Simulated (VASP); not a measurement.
Given:

```xyz
4
Lattice="0.0000 1.9225 1.9225 1.9225 0.0000 1.9225 7.6996 7.6996 -0.0094" Properties=species:S:1:pos:R:3 pbc="T T T"
Rh     1.9566     1.9566     3.8110
Rh     1.8909     1.8909     0.0317
Pt     3.8193     3.8193     0.0257
Pt     7.7277     7.7277     3.8075
```

Method: PBEsol GGA, VASP's PBE PAW potentials (set 64) (plane waves; VASP). Settings: 400 eV cut-off, Gaussian smearing of 0.050 eV, potentials Rh_pv Pt.

Unless said otherwise, spin-orbit coupling is left out, though it shifts the bands of the heavy elements here.

What does the run give for the band gap (along the path) with the smallest direct gap where there is one?

| Quantity | Result |
|---|---|
| band gap (along the path) | none (metal, semimetal or under 0.01 eV) |

The absolute energy has meaning only against runs of the same code, potentials and settings.

The structure was generated: Pt2Rh2 was put into an ordered model structure (R-3m), which need not be its known phase. It was relaxed first.
